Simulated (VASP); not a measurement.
Computed with PBEsol GGA, VASP's PBE PAW potentials (set 64) (plane waves; VASP).

Input for VASP

**INCAR**
```
# general
SYSTEM =CuF
PREC   =Accurate
ENCUT  =620
LREAL  =F
LASPH  =T   # aspherical one-centre terms

# electronic loop
EDIFF  =1E-6   # SCF stop (eV)
NELM   =100   # most electronic steps
ALGO   =Normal   # blocked Davidson
LMAXMIX=4

# smearing
ISMEAR =0
SIGMA  =0.05   # width (eV)

# functional
GGA    =PS

# ions
IBRION =2   # conjugate gradients
NSW    =40   # most ionic steps
ISIF   =3
EDIFFG =-0.02

# output
LWAVE  =F
LCHARG =F
```

KPOINTS:
```
Regular mesh
0
Gamma
9 9 4
0 0 0
```

POSCAR:
```
CuF
1
    2.7546594695     0.0000000000    -0.0000000000
   -1.3773297347     2.3856051977     0.0000000000
    0.0000000000     0.0000000000     6.7630188539
Cu F
2 2
Direct
  0.3333330000   0.6666670000   0.0465411645
  0.6666670000   0.3333330000   0.5465411645
  0.3333330000   0.6666670000   0.3284588355
  0.6666670000   0.3333330000   0.8284588355
```

POTCAR, in this order: Cu F (PBE.64 set). Program: vasp_std.

Output of the run:

OUTCAR:
```
 ion  position               nearest neighbor table
   1  0.333  0.667  0.047-   3 1.91   4 2.17   4 2.17   4 2.17
   2  0.667  0.333  0.547-   4 1.91   3 2.17   3 2.17   3 2.17
   3  0.333  0.667  0.328-   1 1.91   2 2.17   2 2.17   2 2.17
   4  0.667  0.333  0.828-   2 1.91   1 2.17   1 2.17   1 2.17
  LATTYP: Found a hexagonal cell.
 ALAT       =     2.7546594695
 C/A-ratio  =     2.4551197448
 Subroutine PRICEL returns:
 Original cell was already a primitive cell.
 Subroutine GETGRP returns: Found 12 space group operations
The static configuration has the point symmetry C_3v.
 The point group associated with its full space group is C_6v.
The dynamic configuration has the point symmetry C_3v.
 Subroutine INISYM returns: Found 12 space group operations
 Subroutine IBZKPT returns following result:
 Found     36 irreducible k-points:

 Following reciprocal coordinates:
            Coordinates               Weight
  0.000000  0.000000  0.000000      1.000000
  0.111111  0.000000  0.000000      6.000000
  0.222222  0.000000  0.000000      6.000000
  0.333333  0.000000  0.000000      6.000000
  0.444444  0.000000  0.000000      6.000000
  0.111111  0.111111  0.000000      6.000000
  0.222222  0.111111  0.000000     12.000000
  0.333333  0.111111  0.000000     12.000000
  0.444444  0.111111  0.000000      6.000000
  0.222222  0.222222  0.000000      6.000000
  0.333333  0.222222  0.000000     12.000000
  0.333333  0.333333  0.000000      2.000000
  0.000000  0.000000  0.250000      2.000000
  0.111111  0.000000  0.250000     12.000000
  0.222222  0.000000  0.250000     12.000000
  0.333333  0.000000  0.250000     12.000000
  0.444444  0.000000  0.250000     12.000000
  0.111111  0.111111  0.250000     12.000000
  0.222222  0.111111  0.250000     24.000000
  0.333333  0.111111  0.250000     24.000000
  0.444444  0.111111  0.250000     12.000000
  0.222222  0.222222  0.250000     12.000000
  0.333333  0.222222  0.250000     24.000000
  0.333333  0.333333  0.250000      4.000000
  0.000000  0.000000  0.500000      1.000000
  0.111111  0.000000  0.500000      6.000000
  0.222222  0.000000  0.500000      6.000000
  0.333333  0.000000  0.500000      6.000000
  0.444444  0.000000  0.500000      6.000000
  0.111111  0.111111  0.500000      6.000000
  0.222222  0.111111  0.500000     12.000000
  0.333333  0.111111  0.500000     12.000000
  0.444444  0.111111  0.500000      6.000000
  0.222222  0.222222  0.500000      6.000000
  0.333333  0.222222  0.500000     12.000000
  0.333333  0.333333  0.500000      2.000000
   k-points           NKPTS =     36   k-points in BZ     NKDIM =     36   number of bands    NBANDS=     22
   number of dos      NEDOS =    301   number of ions     NIONS =      4
   total plane-waves  NPLWV =  32256
   dimension x,y,z NGX =    24 NGY =   24 NGZ =   56
   dimension x,y,z NGXF=    48 NGYF=   48 NGZF=  112
   ions per type =               2   2
   PREC   = accura    normal or accurate (medium, high low for compatibility)
   ISTART =      0    job   : 0-new  1-cont  2-samecut
   ICHARG =      2    charge: 1-file 2-atom 10-const
   ISPIN  =      1    spin polarized calculation?
   LNONCOLLINEAR =      F non collinear calculations
   LSORBIT =      F    spin-orbit coupling
   INIWAV =      1    electr: 0-lowe 1-rand  2-diag
   ENCUT  =  620.0 eV  45.57 Ry    6.75 a.u.   5.59  5.59 13.73*2*pi/ulx,y,z
   NELM   =    100;   NELMIN=  2; NELMDL= -5     # of ELM steps
   EDIFF  = 0.1E-05   stopping-criterion for ELM
   LREAL  =      F    real-space projection
   NLSPLINE    = F    spline interpolate recip. space projectors
   LMAXMIX     =    4 max onsite mixed and CHGCAR
...
```

### OSZICAR
```
       N       E                     dE             d eps       ncg     rms          rms(c)
DAV:   1     0.377884365072E+03    0.37788E+03   -0.20258E+04  1616   0.293E+03
DAV:   2     0.332159578709E+02   -0.34467E+03   -0.32788E+03  1656   0.491E+02
DAV:   3    -0.168622791072E+02   -0.50078E+02   -0.48550E+02  2148   0.216E+02
DAV:   4    -0.182127385659E+02   -0.13505E+01   -0.13455E+01  2018   0.373E+01
DAV:   5    -0.182310472688E+02   -0.18309E-01   -0.18302E-01  1996   0.386E+00    0.106E+01
DAV:   6    -0.172013982821E+02    0.10296E+01   -0.20735E+01  2312   0.102E+02    0.799E+00
DAV:   7    -0.160366908853E+02    0.11647E+01   -0.49037E+00  2104   0.718E+01    0.212E+00
DAV:   8    -0.160439677078E+02   -0.72768E-02   -0.52705E-01  2382   0.677E+00    0.915E-01
DAV:   9    -0.160258230801E+02    0.18145E-01   -0.28458E-02  2098   0.314E+00    0.279E-01
DAV:  10    -0.160252397539E+02    0.58333E-03   -0.12555E-02  2468   0.216E+00    0.136E-01
DAV:  11    -0.160250007885E+02    0.23897E-03   -0.11407E-03  2532   0.717E-01    0.293E-02
DAV:  12    -0.160250070048E+02   -0.62163E-05   -0.16911E-04  2134   0.156E-01    0.106E-02
DAV:  13    -0.160250066421E+02    0.36270E-06   -0.85803E-06  1906   0.331E-02
   1 F= -.16025007E+02 E0= -.16024853E+02  d E =-.160250E+02
       N       E                     dE             d eps       ncg     rms          rms(c)
DAV:   1    -0.160288520134E+02   -0.38450E-02   -0.82506E-02  1944   0.476E+00    0.515E-01
DAV:   2    -0.160261261809E+02    0.27258E-02   -0.29123E-02  1878   0.349E+00    0.195E-01
DAV:   3    -0.160251960124E+02    0.93017E-03   -0.52760E-03  2010   0.196E+00    0.957E-02
DAV:   4    -0.160250887195E+02    0.10729E-03   -0.17950E-04  2444   0.345E-01    0.444E-02
DAV:   5    -0.160250543593E+02    0.34360E-04   -0.70199E-05  2736   0.190E-01    0.128E-02
DAV:   6    -0.160250519555E+02    0.24038E-05   -0.15863E-05  2328   0.775E-02    0.208E-03
DAV:   7    -0.160250520006E+02   -0.45150E-07   -0.12034E-06   928   0.162E-02
   2 F= -.16025052E+02 E0= -.16024911E+02  d E =-.453586E-04
       N       E                     dE             d eps       ncg     rms          rms(c)
DAV:   1    -0.160256381738E+02   -0.58622E-03   -0.12070E-02  1944   0.182E+00    0.196E-01
DAV:   2    -0.160252330796E+02    0.40509E-03   -0.42105E-03  1878   0.132E+00    0.737E-02
DAV:   3    -0.160251042929E+02    0.12879E-03   -0.75718E-04  1992   0.738E-01    0.369E-02
DAV:   4    -0.160250870152E+02    0.17278E-04   -0.24006E-05  2010   0.135E-01    0.170E-02
DAV:   5    -0.160250811137E+02    0.59014E-05   -0.10172E-05  2186   0.696E-02    0.324E-03
DAV:   6    -0.160250809180E+02    0.19575E-06   -0.10646E-06   850   0.274E-02
   3 F= -.16025081E+02 E0= -.16024935E+02  d E =-.742759E-04
```

OUTCAR:
```
------------------------ aborting loop because EDIFF is reached ----------------------------------------
  FORCE on cell =-STRESS in cart. coord.  units (eV):
  Direction    XX          YY          ZZ          XY          YZ          ZX
  --------------------------------------------------------------------------------------
  Total        0.0044006      0.0044006      0.0370782      0.0000000      0.0000000      0.0000000
  in kB        0.1588895      0.1588895      1.3387707      0.0000000      0.0000000      0.0000000
  external PRESSURE =       0.5521832 kB  Pullay stress =       0.0000000 kB
  volume of cell :       44.37
      direct lattice vectors                 reciprocal lattice vectors
     2.753649388 -0.000000000  0.000000000     0.363154439  0.209667303 -0.000000000
    -1.376824694  2.384730441  0.000000000     0.000000000  0.419334606 -0.000000000
     0.000000000  0.000000000  6.757322936    -0.000000000 -0.000000000  0.147987599
 POSITION                                       TOTAL-FORCE (eV/Angst)
 -----------------------------------------------------------------------------------
     -0.00000      1.58982      0.31493        -0.000000      0.000000      0.001757
      1.37683      0.79491      3.69359         0.000000     -0.000000      0.001757
     -0.00000      1.58982      2.21907         0.000000      0.000000     -0.001757
      1.37683      0.79491      5.59773        -0.000000      0.000000     -0.001757
 -----------------------------------------------------------------------------------
    total drift:                               -0.002443      0.001411      0.000898
  FREE ENERGIE OF THE ION-ELECTRON SYSTEM (eV)
  ---------------------------------------------------
  free  energy   TOTEN  =       -16.0250809180 eV

  energy  without entropy=      -16.0247890287  energy(sigma->0) =      -16.02493497

 reached required accuracy - stopping structural energy minimisation
```
(Selected blocks of OUTCAR.)

### CONTCAR
```
CuF
   1.00000000000000
     2.7536493881036046   -0.0000000000000212    0.0000000000000000
    -1.3768246940018392    2.3847304414206656    0.0000000000000000
     0.0000000000000000    0.0000000000000000    6.7573229361570819
  Cu              F
     2     2
Direct
     0.3333330000000032    0.6666669999999968    0.0466056226417557
     0.6666669999999968    0.3333330000000032    0.5466056226417558
     0.3333330000000032    0.6666669999999968    0.3283943773582443
     0.6666669999999968    0.3333330000000032    0.8283943773582442
```

The structure was generated: CuF was put into the wurtzite type (P6_3mc), which need not be its known phase. This run relaxes it. Symmetry was kept, so distortions that lower it aren't found.
